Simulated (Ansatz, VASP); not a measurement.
**Cross-check of MoS2 between VASP and Ansatz**

Aim: how closely do two programs agree when they are given the same cell, functional and k mesh? The cell is taken from a series of runs on this material, whose earlier steps may have relaxed, scaled, displaced or heated it; both programs get it as it stands.

Program: Ansatz 0.2.0. Level of theory: plane waves, with VASP 6.6.1 beside it; dielectric response at PBEsol. Results are calculated unless marked as measured.

### 1. Set-up

It takes space group P6_3/mmc (No. 194, hexagonal). The conventional cell has a = 3.109 Å, b = 3.109 Å, c = 11.711 Å, α = 90.00°, β = 90.00°, γ = 120.00°. Nearest to Mo lie 6 S at 2.38 Å. Nearest to S lie 3 Mo at 2.38 Å. Farther neighbours and most contacts between anions are not listed.

### 2. VASP: dielectric response, PBEsol

The response to a field tests empty states and converges slowly with the mesh.

Lines of VASP's logs that name or quote its potential files are left out, and so is its time.

INCAR

```
SYSTEM = MoS2
PREC = Accurate
ENCUT = 400
EDIFF = 1E-08
NELM = 120
ISMEAR = 0
SIGMA = 0.01
LREAL = .FALSE.
ALGO = Normal
GGA = PS
NBANDS = 32
LASPH = .TRUE.
LORBIT = 11
LWAVE = .FALSE.
LCHARG = .FALSE.
ISIF = 2
LEPSILON = .TRUE.
GGA_COMPAT = .FALSE.
EFERMI = MIDGAP
KPAR = 2
```

POSCAR

```
MoS2
1.0
    3.1091080385      0.0000000000      0.0000000000
   -1.5545540193      2.6925665445      0.0000000000
    0.0000000000      0.0000000000     11.7105248960
Mo S
2 4
Direct
    0.6666666666      0.3333333332      0.7500000000
    0.3333333332      0.6666666666      0.2500000000
    0.6666666666      0.3333333332      0.3834947211
    0.3333333332      0.6666666666      0.8834947211
    0.6666666666      0.3333333332      0.1165052789
    0.3333333332      0.6666666666      0.6165052789
```

KPOINTS

```
Automatic mesh
0
Gamma
8 8 2
0 0 0
```

The projector-augmented-wave data sets are Mo_sv and S (PBE family, release 64).

Run with:

```console
mpirun -np 2 vasp_std
```

Numbers of over 12 decimals in the logs are rounded to 6 here.

The program printed:

```text
[banner, memory and clock lines left out]
running    2 mpi-ranks, on    1 nodes
 distrk:  each k-point on    1 cores,    2 groups
 distr:  one band on    1 cores,    1 groups

 POSCAR found type information on POSCAR MoS
 POSCAR found :  2 types and       6 ions
|                                                                             |
|               ----> ADVICE to this user running VASP <----                  |
|                                                                             |
|     You enforced a specific xc type in the INCAR file but a different       |
|     [... a line on the potential file left out ...]
|     I HOPE YOU KNOW WHAT YOU ARE DOING!                                     |
|                                                                             |

 LDA part: xc-table for (Slater+PW92), standard interpolation
 POSCAR, INCAR and KPOINTS ok, starting setup
 FFT: planning ... GRIDC
 FFT: planning ... GRID_SOFT
 FFT: planning ... GRID
 WAVECAR not read
 entering main loop
       N       E                     dE             d eps       ncg     rms          rms(c)
DAV:   1     0.381742866697E+03    0.38174E+03   -0.26332E+04  1440   0.127E+03
DAV:   2    -0.301025623249E+02   -0.41185E+03   -0.40080E+03  1624   0.360E+02
DAV:   3    -0.492196616928E+02   -0.19117E+02   -0.18975E+02  1648   0.696E+01
DAV:   4    -0.495575168906E+02   -0.33786E+00   -0.33704E+00  1576   0.932E+00
DAV:   5    -0.495650620832E+02   -0.75452E-02   -0.75421E-02  1608   0.128E+00    0.383E+01
DAV:   6    -0.474613730531E+02    0.21037E+01   -0.16479E+01  1416   0.230E+01    0.134E+01
DAV:   7    -0.471588586538E+02    0.30251E+00   -0.78685E+00  1416   0.145E+01    0.867E+00
DAV:   8    -0.467984972082E+02    0.36036E+00   -0.14444E+00  1584   0.682E+00    0.326E+00
DAV:   9    -0.468087931829E+02   -0.10296E-01   -0.13802E-01  1656   0.179E+00    0.142E+00
DAV:  10    -0.467998866210E+02    0.89066E-02   -0.56960E-02  1544   0.140E+00    0.333E-01
DAV:  11    -0.467998169273E+02    0.69694E-04   -0.25674E-03  1640   0.283E-01    0.182E-01
DAV:  12    -0.467997557259E+02    0.61201E-04   -0.22286E-04  1528   0.778E-02    0.105E-01
DAV:  13    -0.467997443119E+02    0.11414E-04   -0.18520E-04  1680   0.688E-02    0.239E-02
DAV:  14    -0.467997444162E+02   -0.10421E-06   -0.19839E-05  1512   0.257E-02    0.300E-02
DAV:  15    -0.467997440121E+02    0.40405E-06   -0.16321E-06  1592   0.796E-03    0.980E-03
DAV:  16    -0.467997436820E+02    0.33015E-06   -0.11887E-06  1504   0.622E-03    0.143E-03
DAV:  17    -0.467997437226E+02   -0.40642E-07   -0.65934E-08  1432   0.129E-03    0.842E-04
DAV:  18    -0.467997437168E+02    0.58390E-08   -0.14800E-08  1144   0.663E-04
   1 F= -.46799744E+02 E0= -.46799744E+02  d E =0.000000E+00
 Linear response reoptimize wavefunctions to high precision
DAV:   1    -0.467997437080E+02    0.87639E-08   -0.23427E-09  1000   0.336E-04
DAV:   2    -0.467997437081E+02   -0.61846E-10   -0.25404E-10   960   0.830E-05
 Linear response G [H, r] |phi>, progress :
  Direction:   1
       N       E                     dE             d eps       ncg     rms
RMM:   1    -0.253180880791E+03   -0.25318E+03    0.42747E+02  2255   0.219E+02
RMM:   2    -0.233265523858E+03    0.19915E+02   -0.15570E+02  2068   0.535E+01
RMM:   3    -0.235514698569E+03   -0.22492E+01   -0.10355E+01  2358   0.134E+01
RMM:   4    -0.235626739876E+03   -0.11204E+00   -0.92200E-01  2501   0.306E+00
RMM:   5    -0.235633518802E+03   -0.67789E-02   -0.88824E-02  2595   0.912E-01
RMM:   6    -0.235634679842E+03   -0.11610E-02   -0.11370E-02  2638   0.303E-01
RMM:   7    -0.235634768321E+03   -0.88478E-04   -0.16124E-03  2684   0.739E-02
RMM:   8    -0.235634773413E+03   -0.50922E-05    0.15438E-04  2746   0.227E-02
RMM:   9    -0.235634775040E+03   -0.16268E-05   -0.58109E-05  2846   0.801E-03
RMM:  10    -0.235634775135E+03   -0.95192E-07    0.19970E-05  2834   0.338E-03
RMM:  11    -0.235634775291E+03   -0.15576E-06   -0.67834E-05  2812   0.173E-03
RMM:  12    -0.235634775383E+03   -0.92446E-07    0.59447E-06  2721   0.113E-03
RMM:  13    -0.235634775692E+03   -0.30912E-06    0.21725E-06  2626   0.903E-04
RMM:  14    -0.235634775507E+03    0.18476E-06    0.12951E-06  2396   0.813E-04
RMM:  15    -0.235634775485E+03    0.22554E-07    0.99483E-08  2296   0.776E-04
RMM:  16    -0.235634775492E+03   -0.73993E-08   -0.82536E-07  2218   0.765E-04
RMM:  17    -0.235634775502E+03   -0.10234E-07    0.38137E-06  2208   0.761E-04
 Linear response G [H, r] |phi>, progress :
  Direction:   2
       N       E                     dE             d eps       ncg     rms
RMM:   1    -0.263056983318E+03   -0.26306E+03    0.30331E+02  2294   0.221E+02
RMM:   2    -0.243956618340E+03    0.19100E+02   -0.16295E+02  2101   0.537E+01
RMM:   3    -0.246246850159E+03   -0.22902E+01   -0.11801E+01  2352   0.135E+01
[...]
RMM:   1    -0.259648748081E+03   -0.25965E+03    0.49801E+02  2319   0.225E+02
RMM:   2    -0.239831568918E+03    0.19817E+02   -0.16798E+02  2054   0.514E+01
RMM:   3    -0.241624138682E+03   -0.17926E+01   -0.12084E+01  2337   0.131E+01
RMM:   4    -0.241728086171E+03   -0.10395E+00   -0.12491E+00  2398   0.318E+00
RMM:   5    -0.241738367677E+03   -0.10282E-01   -0.10825E-01  2511   0.967E-01
RMM:   6    -0.241738817892E+03   -0.45021E-03   -0.12895E-02  2557   0.320E-01
[...]
RMM:   6    -0.434409364571E+01   -0.19188E-05   -0.80210E-06  2250   0.459E-03
RMM:   7    -0.434409380998E+01   -0.16428E-06    0.26063E-07  1918   0.129E-03
RMM:   8    -0.434409382008E+01   -0.10090E-07    0.19200E-06  1720   0.366E-04
RMM:   9    -0.434409382122E+01   -0.11482E-08    0.14634E-09  1420   0.145E-04
 change of polarisation eV/A/(eV/A) component  2 :    -1.088     8.688    -0.000
 dielectric tensor                  component  2 :    -2.008    17.037    -0.000
 Linear response to external field (no local field effect), progress :
  Direction:   3
       N       E                     dE             d eps       ncg     rms          rms(c)
RMM:   1    -0.275495547343E+01   -0.27550E+01   -0.14314E+01  2729   0.712E+00
RMM:   2    -0.295906006014E+01   -0.20410E+00   -0.13559E-01  2062   0.120E+00
RMM:   3    -0.296342091362E+01   -0.43609E-02   -0.10903E-02  2123   0.228E-01
RMM:   4    -0.296370455735E+01   -0.28364E-03   -0.94684E-04  2187   0.532E-02
RMM:   5    -0.296371403259E+01   -0.94752E-05   -0.33604E-05  2257   0.122E-02
RMM:   6    -0.296371496221E+01   -0.92962E-06   -0.36683E-06  2097   0.300E-03
RMM:   7    -0.296371501338E+01   -0.51169E-07   -0.29938E-06  1886   0.793E-04
RMM:   8    -0.296371501617E+01   -0.27919E-08   -0.22022E-07  1593   0.257E-04
RMM:   9    -0.296371501607E+01    0.10680E-09   -0.98997E-08  1325   0.121E-04
 change of polarisation eV/A/(eV/A) component  3 :     0.000    -0.000     5.927
 dielectric tensor                  component  3 :     0.000    -0.000    11.941
 Linear response to external field, progress :
  Direction:   1
       N       E                     dE             d eps       ncg     rms          rms(c)
RMM:   1    -0.406197620127E+01   -0.40620E+01   -0.25278E+01  5928   0.751E+00
RMM:   2    -0.431262114378E+01   -0.25064E+00   -0.27796E-01  4453   0.135E+00    0.415E+00
RMM:   3    -0.414712133058E+01    0.16550E+00   -0.20483E-01  4351   0.236E+00    0.219E+00
RMM:   4    -0.424296494209E+01   -0.95844E-01   -0.16306E-01  4484   0.213E+00    0.502E-01
RMM:   5    -0.427303279842E+01   -0.30068E-01   -0.48140E-03  4484   0.528E-01    0.498E-02
RMM:   6    -0.427476977872E+01   -0.17370E-02   -0.38533E-03  4543   0.110E-01    0.298E-02
RMM:   7    -0.427420903241E+01    0.56075E-03    0.12023E-03  4584   0.345E-02    0.144E-02
RMM:   8    -0.427439863045E+01   -0.18960E-03   -0.19299E-04  4576   0.166E-02    0.347E-03
RMM:   9    -0.427457174127E+01   -0.17311E-03    0.28371E-05  4739   0.544E-03    0.107E-03
RMM:  10    -0.427457841987E+01   -0.66786E-05    0.35107E-05  5003   0.191E-03    0.316E-04
RMM:  11    -0.427458754292E+01   -0.91230E-05    0.15627E-05  4767   0.506E-04    0.118E-04
RMM:  12    -0.427459484032E+01   -0.72974E-05    0.13360E-06  4929   0.200E-04    0.321E-05
RMM:  13    -0.427459525393E+01   -0.41361E-06    0.32997E-07  3231   0.995E-05    0.863E-06
 change of polarisation eV/A/(eV/A) component  1 :     8.103    -0.380     0.000
 dielectric tensor                  component  1 :    15.957    -0.701     0.000
 Linear response to external field, progress :
  Direction:   2
       N       E                     dE             d eps       ncg     rms          rms(c)
RMM:   1    -0.406655345625E+01   -0.40666E+01   -0.25324E+01  5964   0.751E+00
RMM:   2    -0.431261214949E+01   -0.24606E+00   -0.27621E-01  4445   0.134E+00    0.415E+00
RMM:   3    -0.414765440163E+01    0.16496E+00   -0.20890E-01  4317   0.236E+00    0.219E+00
RMM:   4    -0.424339877665E+01   -0.95744E-01   -0.16772E-01  4463   0.214E+00    0.503E-01
RMM:   5    -0.427207557917E+01   -0.28677E-01    0.12151E-04  4462   0.534E-01    0.691E-02
RMM:   6    -0.427516324385E+01   -0.30877E-02   -0.81572E-03  4522   0.120E-01    0.341E-02
RMM:   7    -0.427413412531E+01    0.10291E-02    0.14309E-03  4520   0.401E-02    0.149E-02
RMM:   8    -0.427440948768E+01   -0.27536E-03    0.20034E-04  4808   0.175E-02    0.319E-03
RMM:   9    -0.427456384252E+01   -0.15435E-03   -0.78564E-06  4708   0.477E-03    0.105E-03
RMM:  10    -0.427458241991E+01   -0.18577E-04    0.73385E-06  4958   0.172E-03    0.389E-04
RMM:  11    -0.427458415258E+01   -0.17327E-05    0.20775E-05  4772   0.511E-04    0.205E-04
RMM:  12    -0.427459228882E+01   -0.81362E-05    0.33192E-06  4750   0.322E-04    0.534E-05
RMM:  13    -0.427459460125E+01   -0.23124E-05   -0.11663E-06  3751   0.114E-04    0.272E-05
RMM:  14    -0.427459510702E+01   -0.50577E-06   -0.21889E-06  2821   0.888E-05    0.563E-06
 change of polarisation eV/A/(eV/A) component  2 :    -0.372     8.103    -0.000
 dielectric tensor                  component  2 :    -0.686    15.957    -0.000
 Linear response to external field, progress :
  Direction:   3
       N       E                     dE             d eps       ncg     rms          rms(c)
RMM:   1    -0.275495547343E+01   -0.27550E+01   -0.14314E+01  2729   0.712E+00
RMM:   2    -0.295905919995E+01   -0.20410E+00   -0.13558E-01  2054   0.120E+00    0.548E+00
RMM:   3    -0.217841167183E+01    0.78065E+00   -0.34926E+00  2216   0.493E+00    0.258E+00
RMM:   4    -0.217216858016E+01    0.62431E-02   -0.25035E-01  2194   0.132E+00    0.144E+00
RMM:   5    -0.220530356617E+01   -0.33135E-01   -0.56921E-02  2053   0.834E-01    0.369E-01
RMM:   6    -0.220769938287E+01   -0.23958E-02   -0.86244E-03  2136   0.280E-01    0.228E-01
RMM:   7    -0.221436565069E+01   -0.66663E-02   -0.21072E-03  2224   0.147E-01    0.168E-01
RMM:   8    -0.220949082571E+01    0.48748E-02   -0.23288E-04  2078   0.530E-02    0.170E-02
RMM:   9    -0.220956490233E+01   -0.74077E-04   -0.89023E-05  2191   0.186E-02    0.815E-03
RMM:  10    -0.220961321612E+01   -0.48314E-04    0.32685E-05  2311   0.102E-02    0.599E-03
RMM:  11    -0.220960390942E+01    0.93067E-05    0.52466E-06  2199   0.262E-03    0.388E-03
RMM:  12    -0.220960651327E+01   -0.26038E-05   -0.38494E-05  2267   0.279E-03    0.165E-03
RMM:  13    -0.220962157274E+01   -0.15059E-04   -0.66586E-05  2191   0.934E-04    0.745E-04
RMM:  14    -0.220962340360E+01   -0.18309E-05   -0.11214E-05  2286   0.572E-04    0.103E-04
RMM:  15    -0.220962360632E+01   -0.20272E-06    0.84143E-06  1917   0.179E-04    0.352E-05
RMM:  16    -0.220962258833E+01    0.10180E-05   -0.96760E-06  1525   0.976E-05    0.223E-05
RMM:  17    -0.220962237396E+01    0.21437E-06   -0.56950E-06   973   0.757E-05    0.567E-06
 change of polarisation eV/A/(eV/A) component  3 :     0.000    -0.000     4.237
 dielectric tensor                  component  3 :     0.000    -0.000     8.820
 Born effective charges drift removed
```

OUTCAR, selected parts (step 2):

```text
ion  position               nearest neighbor table
   1  0.667  0.333  0.750-   4 2.38   6 2.38   4 2.38   6 2.38   4 2.38   6 2.38
   2  0.333  0.667  0.250-   3 2.38   5 2.38   3 2.38   5 2.38   3 2.38   5 2.38
   3  0.667  0.333  0.383-   2 2.38   2 2.38   2 2.38
   4  0.333  0.667  0.883-   1 2.38   1 2.38   1 2.38
   5  0.667  0.333  0.117-   2 2.38   2 2.38   2 2.38
   6  0.333  0.667  0.617-   1 2.38   1 2.38   1 2.38

  LATTYP: Found a hexagonal cell.
 ALAT       =     3.1091080385
 C/A-ratio  =     3.7665223437

 Subroutine GETGRP returns: Found 24 space group operations
 (whereof 12 operations were pure point group operations)

The static configuration has the point symmetry D_3d.
 The point group associated with its full space group is D_6h.

 Found     20 irreducible k-points:

   k-points           NKPTS =     20   k-points in BZ     NKDIM =     20   number of bands    NBANDS=     32

   dimension x,y,z NGX =    20 NGY =   20 NGZ =   80
   dimension x,y,z NGXF=    40 NGYF=   40 NGZF=  160

   ENCUT  =  400.0 eV  29.40 Ry    5.42 a.u.   5.07  5.07 19.10*2*pi/ulx,y,z

   NELECT =      52.0000    total number of electrons

 k-points in reciprocal lattice and weights: Automatic mesh
   0.00000000  0.00000000  0.00000000       0.008
   0.12500000  0.00000000  0.00000000       0.047
   0.25000000  0.00000000  0.00000000       0.047
   0.37500000 -0.00000000  0.00000000       0.047
   0.50000000  0.00000000  0.00000000       0.023
   0.12500000  0.12500000  0.00000000       0.047
   0.25000000  0.12500000  0.00000000       0.094
   0.37500000  0.12500000  0.00000000       0.094
   0.25000000  0.25000000  0.00000000       0.047
[...]
0.25000000  0.25000000  0.50000000       0.047
   0.37500000  0.25000000  0.50000000       0.047

 average (electrostatic) potential at core
       1 -73.2812       2 -73.2812       3 -83.3948       4 -83.3948       5 -83.3948
       6 -83.3948

  Total        2.2953269      2.2953269      2.3805884     -0.0000000     -0.0000000      0.0000000
  in kB       37.5125426     37.5125426     38.9059730     -0.0000000     -0.0000000      0.0000000
  external PRESSURE =      37.9770194 kB  Pullay stress =       0.0000000 kB

  energy-cutoff  :      400.00
  volume of cell :       98.03
      direct lattice vectors                 reciprocal lattice vectors
     3.109108039  0.000000000  0.000000000     0.321635655  0.185696432  0.000000000
    -1.554554019  2.692566544  0.000000000     0.000000000  0.371392864  0.000000000
     0.000000000  0.000000000 11.710524896     0.000000000  0.000000000  0.085393269

 POSITION                                       TOTAL-FORCE (eV/Angst)
 -----------------------------------------------------------------------------------
      1.55455      0.89752      8.78289         0.000000     -0.000000     -0.000000
     -0.00000      1.79504      2.92763        -0.000000      0.000000     -0.000000
      1.55455      0.89752      4.49092         0.000000     -0.000000     -0.018050
     -0.00000      1.79504     10.34619         0.000000     -0.000000     -0.018050
      1.55455      0.89752      1.36434        -0.000000      0.000000      0.018050
     -0.00000      1.79504      7.21960         0.000000      0.000000      0.018050
 -----------------------------------------------------------------------------------
    total drift:                                0.000001      0.000001     -0.000000

 MACROSCOPIC STATIC DIELECTRIC TENSOR (including local field effects in DFT)
 ------------------------------------------------------
          15.956615    -0.000000     0.000000
          -0.000000    15.956615     0.000000
           0.000000     0.000000     8.820193
 ------------------------------------------------------

 PIEZOELECTRIC TENSOR (including local field effects)  for field in x, y, z        (C/m^2)
          XX          YY          ZZ          XY          YZ          ZX
  --------------------------------------------------------------------------------
  x     0.00000     0.00000     0.00000     0.00000     0.00000     0.00000
  y     0.00000     0.00000     0.00000     0.00000     0.00000     0.00000
  z     0.00000     0.00000     0.00000     0.00000     0.00000     0.00000

 BORN EFFECTIVE CHARGES (including local field effects) (in |e|, cummulative output)
 ---------------------------------------------------------------------------------
 ion    1
    1    -1.12941     0.00000     0.00000
    2     0.00000    -1.12941     0.00000
    3     0.00000    -0.00000    -0.93089
 ion    2
    1    -1.12941     0.00000     0.00000
    2     0.00000    -1.12941     0.00000
    3    -0.00000    -0.00000    -0.93089
 ion    3
    1     0.56470    -0.00000    -0.00000
    2    -0.00000     0.56470    -0.00000
    3     0.00000     0.00000     0.46545
 ion    4
    1     0.56470    -0.00000     0.00000
    2    -0.00000     0.56470     0.00000
    3    -0.00000     0.00000     0.46545
 ion    5
    1     0.56470    -0.00000     0.00000
    2    -0.00000     0.56470     0.00000
    3    -0.00000     0.00000     0.46545
 ion    6
    1     0.56470    -0.00000    -0.00000
    2    -0.00000     0.56470    -0.00000
    3     0.00000     0.00000     0.46545
```

The dielectric response converges more slowly with the mesh than energies do, so tensor and charges may still move on a finer one.

(Part 1 of 2 ends here.)

[Lines on the potential files, build, host, timing and source positions are cut from VASP's logs without a mark.]

[Logs are printed without paths, hosts, clocks, repeated set-up lines and the standing remarks that a program may print on its own settings, such as how far it seeks lower states.]

[Hosts, paths, dates, database ids (printed as entryN), source tags and the programs' standing remarks are cut or masked in the printed files.]
